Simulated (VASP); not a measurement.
```
CELL_PARAMETERS angstrom
      4.17500     0.00000     0.00000
      0.00000     4.17500     0.00000
      0.00000     0.00000     4.17500
ATOMIC_POSITIONS crystal
  Mg 0.00000 0.00000 0.00000
  Sr 0.50000 0.50000 0.50000
```

Method: r2SCAN+rVV10, VASP's PBE PAW potentials (set 64) (plane waves; VASP). Settings: 400 eV cut-off, 10×10×10 Γ-centred mesh, tetrahedra with Blöchl corrections, potentials Mg Sr_sv.

Question: What does the run give for the energy per atom (σ→0), band gap (over mesh and band path) with the smallest direct gap where there is one?

Answer: 
```
Item                                                                   Value
----------------------------------  ----------------------------------------
band gap (over mesh and band path)  none (metal, semimetal or under 0.01 eV)
energy per atom (σ→0)                                         -9.485 eV/atom
```

The structure comes from a measured SrMg entry (Pm-3m) of the Crystallography Open Database, whose conditions weren't checked. It was relaxed first, which changed the volume by +23 %.
